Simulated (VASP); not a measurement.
A run of VASP 6.6.1 is set up as follows.

The input INCAR:

```
SYSTEM = C
ALGO = Normal
AMIX = 0.2
EDIFF = 1E-7
ENCUT = 520
GGA = PE
ISIF = 2
ISMEAR = 0
LASPH = .TRUE.
LCHARG = .FALSE.
LREAL = .FALSE.
LWAVE = .FALSE.
NBANDS = 11
NELM = 100
PREC = Accurate
SIGMA = 0.02
```

File KPOINTS:

```
k-points
0
G
  14 14 14
  0 0 0
```

Contents of POSCAR:

```
C                                       
1.0
    0.0000000000      1.7502351768      1.7502351768
    1.7502351768      0.0000000000      1.7502351768
    1.7502351768      1.7502351768      0.0000000000
  C             
     2
Direct
     0.0000000000000000    0.0000000000000000    0.0000000000000000
     0.2500000000000000    0.2500000000000000    0.2500000000000000
```

Potentials or basis: VASP PAW PBE potentials, release 64 (C).

Run with:

```bash
$ cat potpaw_PBE.64/C/POTCAR > POTCAR
$ mpirun -np 1 vasp_std > vasp.out
```

Estimate the band gap on the k mesh.

4.26 eV, indirect (least direct gap 5.75 eV).

Predict the pressure.

30.1 GPa.

Caveat: a pressure of tens of GPa on the cell as given is suspect, and the run, the potentials or the cell itself is likely at fault. A k mesh can miss the band edges.
